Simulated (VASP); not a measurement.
Level of theory: r2SCAN+rVV10, VASP's PBE PAW potentials (set 64) (plane waves; VASP).

VASP ran on this input.

POSCAR:
```
SnO
1
    3.7996093919     0.0000000000     0.0000000000
    0.0000000000     3.7996093919     0.0000000000
    0.0000000000    -0.0000000000     4.7513302532
Sn O
2 2
Direct
  0.5000000000   0.0000000000   0.7577201287
  0.0000000000   0.5000000000   0.2422798713
  0.5000000000   0.5000000000   1.0000000000
  0.0000000000   0.0000000000   0.0000000000
```

KPOINTS:
```
K-points
0
G
 5 5 4
0 0 0
```

**INCAR**
```
# general
SYSTEM   = SnO
PREC     = Accurate
ENCUT    = 520
LREAL    = F
LASPH    = T

# electronic loop
EDIFF    = 1E-6
NELM     = 100
ALGO     = Normal
LMAXMIX  = 4
LMIXTAU  = T

# smearing
ISMEAR   = 0
SIGMA    = 0.05

# functional
METAGGA  = R2SCAN
LUSE_VDW = T
BPARAM   = 11.95
CPARAM   = 0.0093

# ions
IBRION   = 2
NSW      = 60
ISIF     = 3
EDIFFG   = -0.02

# output
LWAVE    = F
LCHARG   = F
```

POTCAR, in this order: Sn_d O (PBE.64 set). Program: vasp_std.

The run wrote:

OUTCAR:
```
 ion  position               nearest neighbor table
   1  0.500  0.000  0.758-   3 2.22   4 2.22   3 2.22   4 2.22   2 3.54   2 3.54   2 3.54   2 3.54
                             2 3.64   2 3.64   2 3.64   2 3.64
   2  0.000  0.500  0.242-   3 2.22   4 2.22   4 2.22   3 2.22   1 3.54   1 3.54   1 3.54   1 3.54
                             1 3.64   1 3.64   1 3.64   1 3.64
   3  0.500  0.500  0.000-   1 2.22   2 2.22   1 2.22   2 2.22
   4  0.000  0.000  0.000-   1 2.22   2 2.22   2 2.22   1 2.22
  LATTYP: Found a simple tetragonal cell.
 ALAT       =     3.7996093919
 C/A-ratio  =     1.2504786053
 Subroutine PRICEL returns:
 Original cell was already a primitive cell.
 Subroutine GETGRP returns: Found 16 space group operations
The static configuration has the point symmetry D_2d.
 The point group associated with its full space group is D_4h.
The dynamic configuration has the point symmetry D_2d.
 Subroutine INISYM returns: Found 16 space group operations
 Subroutine IBZKPT returns following result:
 Found     18 irreducible k-points:

 Following reciprocal coordinates:
            Coordinates               Weight
  0.000000  0.000000  0.000000      1.000000
  0.200000  0.000000  0.000000      4.000000
  0.400000  0.000000  0.000000      4.000000
...
```

File OSZICAR:
```
       N       E                     dE             d eps       ncg     rms          rms(c)
DAV:   1     0.365565045329E+03    0.36557E+03   -0.21393E+04   864   0.264E+03
DAV:   2    -0.189437407798E+02   -0.38451E+03   -0.37773E+03   920   0.589E+02
DAV:   3    -0.756332794308E+02   -0.56690E+02   -0.55239E+02  1024   0.198E+02
DAV:   4    -0.779107506217E+02   -0.22775E+01   -0.22752E+01  1000   0.440E+01
DAV:   5    -0.779737745139E+02   -0.63024E-01   -0.63016E-01  1104   0.749E+00    0.110E+01
DAV:   6    -0.673932032888E+02    0.10581E+02   -0.15554E+01  1312   0.556E+01    0.413E+00
DAV:   7    -0.651844511501E+02    0.22088E+01   -0.23126E+00   920   0.110E+01    0.251E+00
DAV:   8    -0.684459477516E+02   -0.32615E+01   -0.13648E+00   944   0.117E+01    0.955E-01
DAV:   9    -0.656557489244E+02    0.27902E+01   -0.64411E-01   904   0.634E+00    0.403E-01
DAV:  10    -0.658181899743E+02   -0.16244E+00   -0.15824E-01   960   0.323E+00    0.314E-01
DAV:  11    -0.658049563757E+02    0.13234E-01   -0.20281E-02  1016   0.123E+00    0.201E-01
DAV:  12    -0.658242868111E+02   -0.19330E-01   -0.10211E-02  1136   0.978E-01    0.559E-02
DAV:  13    -0.658258977391E+02   -0.16109E-02   -0.26368E-03  1104   0.594E-01    0.369E-02
DAV:  14    -0.658259312303E+02   -0.33491E-04   -0.66478E-04  1304   0.256E-01    0.191E-02
DAV:  15    -0.658262885084E+02   -0.35728E-03   -0.27599E-04   952   0.162E-01    0.193E-02
DAV:  16    -0.658263824739E+02   -0.93966E-04   -0.95779E-05  1192   0.890E-02    0.284E-03
DAV:  17    -0.658264244440E+02   -0.41970E-04   -0.24052E-05   880   0.452E-02    0.203E-03
DAV:  18    -0.658264254291E+02   -0.98509E-06   -0.13156E-06   808   0.129E-02
   1 F= -.65826425E+02 E0= -.65826425E+02  d E =-.658264E+02
```

**OUTCAR**
```
------------------------ aborting loop because EDIFF is reached ----------------------------------------
  FORCE on cell =-STRESS in cart. coord.  units (eV):
  Direction    XX          YY          ZZ          XY          YZ          ZX
  --------------------------------------------------------------------------------------
  Total        0.0392909      0.0392909      0.0401922      0.0000000     -0.0000000      0.0000000
  in kB        0.9177178      0.9177178      0.9387699      0.0000000     -0.0000000      0.0000000
  external PRESSURE =       0.9247352 kB  Pullay stress =       0.0000000 kB
  volume of cell :       68.60
      direct lattice vectors                 reciprocal lattice vectors
     3.799609392  0.000000000  0.000000000     0.263184948  0.000000000  0.000000000
     0.000000000  3.799609392  0.000000000     0.000000000  0.263184948  0.000000000
     0.000000000  0.000000000  4.751330253     0.000000000  0.000000000  0.210467374
 POSITION                                       TOTAL-FORCE (eV/Angst)
 -----------------------------------------------------------------------------------
      1.89980      0.00000      3.60018         0.000000      0.000000      0.008444
      0.00000      1.89980      1.15115        -0.000000      0.000000     -0.008444
      1.89980      1.89980      0.00000         0.000000     -0.000000      0.000000
      0.00000      0.00000      0.00000         0.000000      0.000000      0.000000
 -----------------------------------------------------------------------------------
    total drift:                                0.000000      0.000000      0.000000
  FREE ENERGIE OF THE ION-ELECTRON SYSTEM (eV)
  ---------------------------------------------------
  free  energy   TOTEN  =       -65.8264254291 eV

  energy  without entropy=      -65.8264254290  energy(sigma->0) =      -65.82642543

 reached required accuracy - stopping structural energy minimisation
```
(Selected blocks of OUTCAR.)

The compound is SnO in the litharge structure. It was relaxed first. The start is the result of an earlier pass.
